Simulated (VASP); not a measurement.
Here is the system:

```xyz
6
Lattice="-1.9001 1.9001 4.7741 1.9001 -1.9001 4.7741 1.9001 1.9001 -4.7741" Properties=species:S:1:pos:R:3 pbc="T T T"
Ti     0.0000     1.9001     2.3870
Ti     0.0000     0.0000     0.0000
O      0.0000     1.9001     0.4003
O      0.0000     0.0000     7.5614
O      0.0000     0.0000     1.9868
O      0.0000     1.9001     4.3738
```

Level of theory: MS2 meta-GGA, VASP's PBE PAW potentials (set 64) (plane waves; VASP 6.6.1). Numerical set-up: 520 eV cut-off, 9×9×9 Γ-centred mesh, tetrahedra with Blöchl corrections, potentials Ti_sv O.

The cores are frozen, which limits the accuracy of field gradients.

### Question
Give the principal components of the electric field gradient (V/Å²) and the asymmetry η at each nucleus.

### Answer

```
atom    Vxx   Vyy   Vzz     η
----  -----  ----  ----  ----
Ti1    -3.4  -3.4   6.8  0.00
Ti2    -3.4  -3.4   6.8  0.00
O3    -12.2  -3.6  15.9  0.54
O4    -12.2  -3.6  15.9  0.54
O5    -12.2  -3.6  15.9  0.54
O6    -12.2  -3.6  15.9  0.54
```

The compound is TiO2 in the anatase structure, one of several forms; rutile is the usual stable one. It was relaxed first.
